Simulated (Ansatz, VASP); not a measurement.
**BiSb in two plane-wave programs**

Aim: how closely do two programs agree when they are given the same cell, functional and k mesh? The cell is generated by rule, not measured, and may not be a known phase. The cell is taken from a series of runs on this material, whose earlier steps may have relaxed, scaled, displaced or heated it; both programs get it as it stands.

Main program and level: Ansatz 0.2.0; plane waves, with VASP 6.6.1 beside it; relaxation of cell and atoms at PBEsol.

The structure was built from a prototype and need not be the compound's stable phase.

### Step 1. Set-up

Symmetry: Pnma, No. 62, orthorhombic system. Conventional cell: a = 8.891 Å, b = 4.444 Å, c = 6.315 Å, α = 90.00°, β = 90.00°, γ = 90.00°. Nearest to Bi lie 6 Sb at 3.11 to 3.21 Å. Sb has 6 Bi at 3.11 to 3.21 Å nearest. Farther neighbours are not listed.

Structure file:

```
Bi Sb
1.0
     8.89067    0.00000    0.00000
     0.00000    4.44361    0.00000
     0.00000    0.00000    6.31498
Bi Sb
4 4
Cartesian
  1.1184 1.1109 1.6023
  7.7722 3.3327 4.7127
  5.5638 1.1109 1.5552
  3.3269 3.3327 4.7598
  3.3330 3.3327 1.5499
  1.1124 1.1109 4.7074
  5.5577 1.1109 4.7651
  7.7783 3.3327 1.6076
```

### Step 2. VASP: relaxation of cell and atoms, PBEsol

The relaxed volume is the usual yardstick between codes: in a stiff, nearly cubic crystal its relative difference is about their pressure difference at one cell divided by the bulk modulus.

Lines of VASP's logs that name or quote its potential files are left out, and so is its time.

INCAR

```
SYSTEM = BiSb
PREC = Accurate
ENCUT = 500
EDIFF = 1E-07
NELM = 120
ISMEAR = 1
SIGMA = 0.15
LREAL = .FALSE.
ALGO = Normal
GGA = PS
NBANDS = 49
LORBIT = 11
LWAVE = .FALSE.
LCHARG = .FALSE.
ISIF = 3
IBRION = 2
NSW = 80
EDIFFG = -0.005
LASPH = .TRUE.
GGA_COMPAT = .FALSE.
NELMIN = 4
KPAR = 2
```

POSCAR

```
BiSb
1.0
    8.8906700000      0.0000000000      0.0000000000
    0.0000000000      4.4436100000      0.0000000000
    0.0000000000      0.0000000000      6.3149810000
Bi Sb
4 4
Direct
    0.1257987306      0.2499998875      0.2537264958
    0.8742011569      0.7499998875      0.7462735042
    0.6257987306      0.2499998875      0.2462734251
    0.3742012694      0.7499998875      0.7537265749
    0.3748841201      0.7499998875      0.2454368430
    0.1251158799      0.2499998875      0.7454369221
    0.6251157674      0.2499998875      0.7545631570
    0.8748841201      0.7499998875      0.2545632362
```

KPOINTS

```
Automatic mesh
0
Gamma
4 8 6
0 0 0
```

PAW data sets: Bi_d and Sb (PBE family, release 64).

Run with:

```
mpirun -np 2 vasp_std
```

Numbers of over 12 decimals in the logs are rounded to 6 here.

Output:

```text
[banner, memory and clock lines left out]
running    2 mpi-ranks, on    1 nodes
 distrk:  each k-point on    1 cores,    2 groups
 distr:  one band on    1 cores,    1 groups

 POSCAR found type information on POSCAR BiSb
 POSCAR found :  2 types and       8 ions
|                                                                             |
|               ----> ADVICE to this user running VASP <----                  |
|                                                                             |
|     You enforced a specific xc type in the INCAR file but a different       |
|     [... a line on the potential file left out ...]
|     I HOPE YOU KNOW WHAT YOU ARE DOING!                                     |
|                                                                             |

 LDA part: xc-table for (Slater+PW92), standard interpolation
 POSCAR, INCAR and KPOINTS ok, starting setup
 FFT: planning ... GRIDC
 FFT: planning ... GRID_SOFT
 FFT: planning ... GRID
 WAVECAR not read
 entering main loop
       N       E                     dE             d eps       ncg     rms          rms(c)
DAV:   1     0.853969751421E+03    0.85397E+03   -0.35963E+04  5888   0.163E+03
DAV:   2     0.669731697119E+02   -0.78700E+03   -0.76535E+03  6257   0.449E+02
DAV:   3    -0.301320913418E+02   -0.97105E+02   -0.93575E+02  6960   0.177E+02
DAV:   4    -0.351397981006E+02   -0.50077E+01   -0.49276E+01  6729   0.416E+01
DAV:   5    -0.353864421238E+02   -0.24664E+00   -0.24638E+00  7857   0.904E+00    0.399E+00
DAV:   6    -0.352311553773E+02    0.15529E+00   -0.35658E-01  7040   0.332E+00    0.219E+00
DAV:   7    -0.352307590998E+02    0.39628E-03   -0.85168E-02  7293   0.128E+00    0.110E+00
DAV:   8    -0.352299115707E+02    0.84753E-03   -0.91494E-03  7760   0.499E-01    0.206E-01
DAV:   9    -0.352294596283E+02    0.45194E-03   -0.12252E-03  6800   0.157E-01    0.351E-02
DAV:  10    -0.352294706393E+02   -0.11011E-04   -0.20341E-04  7051   0.112E-01    0.130E-02
DAV:  11    -0.352294700247E+02    0.61463E-06   -0.88284E-06  8230   0.204E-02    0.627E-03
DAV:  12    -0.352294675556E+02    0.24691E-05   -0.23834E-06  7050   0.116E-02    0.829E-04
DAV:  13    -0.352294673821E+02    0.17349E-06   -0.11911E-07  4037   0.293E-03    0.409E-04
DAV:  14    -0.352294675757E+02   -0.19357E-06   -0.31513E-08  3863   0.138E-03    0.110E-04
DAV:  15    -0.352294675866E+02   -0.10903E-07   -0.87555E-09  3756   0.754E-04
   1 F= -.35229468E+02 E0= -.35230064E+02  d E =-.352295E+02
[... from here on, the cycles between the ionic steps are left out ...]
   2 F= -.35234710E+02 E0= -.35235381E+02  d E =-.524283E-02
   3 F= -.35234734E+02 E0= -.35235397E+02  d E =-.526642E-02
   4 F= -.35235033E+02 E0= -.35235637E+02  d E =-.299090E-03
   5 F= -.35235320E+02 E0= -.35235741E+02  d E =-.586215E-03
   6 F= -.35235410E+02 E0= -.35235812E+02  d E =-.901853E-04
   7 F= -.35235659E+02 E0= -.35236004E+02  d E =-.338509E-03
   8 F= -.35236064E+02 E0= -.35236297E+02  d E =-.743802E-03
   9 F= -.35236574E+02 E0= -.35236607E+02  d E =-.125426E-02
  10 F= -.35236768E+02 E0= -.35236680E+02  d E =-.144764E-02
  11 F= -.35236805E+02 E0= -.35236702E+02  d E =-.148501E-02
 curvature: -12.90 expect dE=-0.315E-02 dE for cont linesearch -0.718E-07
 trial: gam=-0.18962 g(F)=  0.531E-05 g(S)=  0.239E-03 ort =-0.659E-05 (trialstep = 0.639E+00)
 search vector abs. value=  0.527E-03
 bond charge predicted
       N       E                     dE             d eps       ncg     rms          rms(c)
DAV:   1    -0.352378021538E+02   -0.99699E-03   -0.54044E-02  7415   0.172E+00    0.166E-01
DAV:   2    -0.352370832813E+02    0.71887E-03   -0.28472E-03  7343   0.449E-01    0.751E-02
DAV:   3    -0.352368920777E+02    0.19120E-03   -0.10307E-03  7531   0.273E-01    0.131E-02
DAV:   4    -0.352368916661E+02    0.41162E-06   -0.51497E-05  6571   0.512E-02    0.684E-03
DAV:   5    -0.352368898416E+02    0.18244E-05   -0.60127E-06  9170   0.152E-02    0.347E-03
DAV:   6    -0.352368888518E+02    0.98985E-06   -0.61267E-07  5935   0.530E-03    0.735E-04
DAV:   7    -0.352368887682E+02    0.83579E-07   -0.58896E-08  3424   0.174E-03
  12 F= -.35236889E+02 E0= -.35236812E+02  d E =-.835313E-04
 trial-energy change:   -0.000084  1 .order   -0.000086   -0.000157   -0.000015
 step:   0.7116(harm=  0.7045)  dis= 0.00097  next Energy=   -35.236890 (dE=-0.844E-04)
 reached required accuracy - stopping structural energy minimisation
```

Parts of OUTCAR (step 2):

```text
ion  position               nearest neighbor table
   1  0.126  0.250  0.254-   6 3.11   5 3.14   5 3.14   8 3.15   8 3.15   6 3.21
   2  0.874  0.750  0.746-   8 3.11   7 3.14   7 3.14   6 3.15   6 3.15   8 3.21
   3  0.626  0.250  0.246-   7 3.11   8 3.14   8 3.14   5 3.15   5 3.15   7 3.21
   4  0.374  0.750  0.754-   5 3.11   6 3.14   6 3.14   7 3.15   7 3.15   5 3.21
   5  0.375  0.750  0.245-   4 3.11   1 3.14   1 3.14   3 3.15   3 3.15   4 3.21
   6  0.125  0.250  0.745-   1 3.11   4 3.14   4 3.14   2 3.15   2 3.15   1 3.21
   7  0.625  0.250  0.755-   3 3.11   2 3.14   2 3.14   4 3.15   4 3.15   3 3.21
   8  0.875  0.750  0.255-   2 3.11   3 3.14   3 3.14   1 3.15   1 3.15   2 3.21

  LATTYP: Found a simple orthorhombic cell.
 ALAT       =     4.4436100000
 B/A-ratio  =     1.4211375436
 C/A-ratio  =     2.0007763958

 Subroutine GETGRP returns: Found  8 space group operations
 (whereof  2 operations were pure point group operations)

The static configuration has the point symmetry S_2 .
 The point group associated with its full space group is D_2h.

 Found     60 irreducible k-points:

   k-points           NKPTS =     60   k-points in BZ     NKDIM =     60   number of bands    NBANDS=     49

   dimension x,y,z NGX =    70 NGY =   32 NGZ =   48
   dimension x,y,z NGXF=   140 NGYF=   64 NGZF=   96

   ENCUT  =  500.0 eV  36.75 Ry    6.06 a.u.  16.21  8.10 11.51*2*pi/ulx,y,z

   NELECT =      80.0000    total number of electrons

 k-points in reciprocal lattice and weights: Automatic mesh
   0.00000000  0.00000000  0.00000000       0.005
   0.25000000  0.00000000  0.00000000       0.010
   0.50000000  0.00000000  0.00000000       0.005
   0.00000000  0.12500000  0.00000000       0.010
   0.25000000  0.12500000  0.00000000       0.021
   0.50000000  0.12500000  0.00000000       0.010
   0.00000000  0.25000000  0.00000000       0.010
   0.25000000  0.25000000  0.00000000       0.021
   0.50000000  0.25000000  0.00000000       0.010
[...]
0.25000000  0.50000000  0.50000000       0.010
   0.50000000  0.50000000  0.50000000       0.005

 average (electrostatic) potential at core
       1-103.7386       2-103.7386       3-103.7387       4-103.7387       5 -85.3334
       6 -85.3334       7 -85.3334       8 -85.3334

 E-fermi :   7.0431

 k-point     1 :       0.0000    0.0000    0.0000
  band No.  band energies     occupation
    ...
     36       5.5444      2.00000
     37       5.8302      2.00000
     38       5.8321      2.00000
     39       5.9702      2.00000
     40       5.9703      2.00000
     41       7.8621     -0.00000
     42       7.8653     -0.00000
     43       8.3479     -0.00000
     44       8.3514     -0.00000
     45       9.3844     -0.00000
    ...

 k-point     2 :       0.2500    0.0000    0.0000
  band No.  band energies     occupation
    ...
     37       5.6897      2.00000
     38       5.8428      2.00000
     39       6.8564      2.07080
     40       6.9490      1.86370
     41       7.0150      1.31058
     42       7.4938     -0.00018
     43       9.0658     -0.00000
     44       9.4287     -0.00000
     45       9.5921     -0.00000
     46       9.6081     -0.00000
    ...

 k-point     3 :       0.5000    0.0000    0.0000
  band No.  band energies     occupation
    ...
     36       4.6984      2.00000
     37       6.1393      2.00000
     38       6.1394      2.00000
     39       6.5086      2.00001
     40       6.5086      2.00001
     41       8.3139     -0.00000
     42       8.3139     -0.00000
     43       8.3391     -0.00000
     44       8.3391     -0.00000
     45      10.4056      0.00000
    ...

  Total        0.0036265     -0.0229248      0.0227537      0.0000000      0.0000000      0.0000000
  in kB        0.0233133     -0.1473742      0.1462742      0.0000000      0.0000000      0.0000000
  external PRESSURE =       0.0074044 kB  Pullay stress =       0.0000000 kB

  energy-cutoff  :      500.00
  volume of cell :      249.23
      direct lattice vectors                 reciprocal lattice vectors
     8.911294572  0.000000000  0.000000000     0.112217141  0.000000000  0.000000000
     0.000000000  4.458207870 -0.000000000     0.000000000  0.224305378 -0.000000000
     0.000000000  0.000000000  6.273275620     0.000000000  0.000000000  0.159406355

 POSITION                                       TOTAL-FORCE (eV/Angst)
 -----------------------------------------------------------------------------------
      1.11740      1.11455      1.56662         0.000930      0.000000      0.001012
      7.79389      3.34366      4.70665        -0.000930     -0.000000     -0.001012
      5.57305      1.11455      1.57001         0.000930     -0.000000     -0.001012
      3.33824      3.34366      4.70326        -0.000930      0.000000      0.001012
      3.34561      3.34366      1.56485        -0.003532      0.000000      0.001801
      1.11004      1.11455      4.70149         0.003532      0.000000      0.001801
      5.56569      1.11455      4.70842         0.003532     -0.000000     -0.001801
      7.80125      3.34366      1.57178        -0.003532     -0.000000     -0.001801
 -----------------------------------------------------------------------------------
    total drift:                                0.002329      0.001152     -0.001242

  FREE ENERGIE OF THE ION-ELECTRON SYSTEM (eV)
  ---------------------------------------------------
  free  energy   TOTEN  =       -35.2368887682 eV

  energy  without entropy=      -35.2366586924  energy(sigma->0) =      -35.23681208

 reached required accuracy - stopping structural energy minimisation

 total charge
# of ion       s       p       d       tot
------------------------------------------
    1        1.546   1.275   9.933  12.755
    2        1.546   1.275   9.933  12.755
    3        1.546   1.275   9.933  12.755
    4        1.546   1.275   9.933  12.755
    5        1.199   1.180   0.027   2.405
    6        1.199   1.180   0.027   2.405
    7        1.199   1.180   0.027   2.405
    8        1.199   1.180   0.027   2.405
--------------------------------------------------
tot         10.981   9.819  39.841  60.640

[... 3 further parts left out ...]
```

CONTCAR:

```
BiSb
   1.00000000000000
     8.9112945715220171    0.0000000000000000    0.0000000000000000
     0.0000000000000000    4.4582078695733474   -0.0000000000000000
     0.0000000000000000    0.0000000000000000    6.2732756198747577
  Bi              Sb
     4     4
Direct
     0.1253918423674532    0.2499998875000031    0.2497298275750384
     0.8746080451325500    0.7499998875000031    0.7502701724249616
     0.6253918423674532    0.2499998875000031    0.2502700933249640
     0.3746081576325470    0.7499998875000031    0.7497299066750360
     0.3754343177635343    0.7499998875000031    0.2494476765862075
     0.1245656822364657    0.2499998875000031    0.7494477556862053
     0.6245655697364617    0.2499998875000031    0.7505523234137924
     0.8754343177635343    0.7499998875000031    0.2505524026137919
```

The run keeps the 8 symmetry operations of its start, so it cannot find a distortion of lower symmetry.

(Part 1 of 2 ends here.)

[Lines on the potential files, build, host, timing and source positions are cut from VASP's logs without a mark.]

[Logs are printed without paths, hosts, clocks, repeated set-up lines and the standing remarks that a program may print on its own settings, such as how far it seeks lower states.]

[Hosts, paths, dates, database ids (printed as entryN), source tags and the programs' standing remarks are cut or masked in the printed files.]
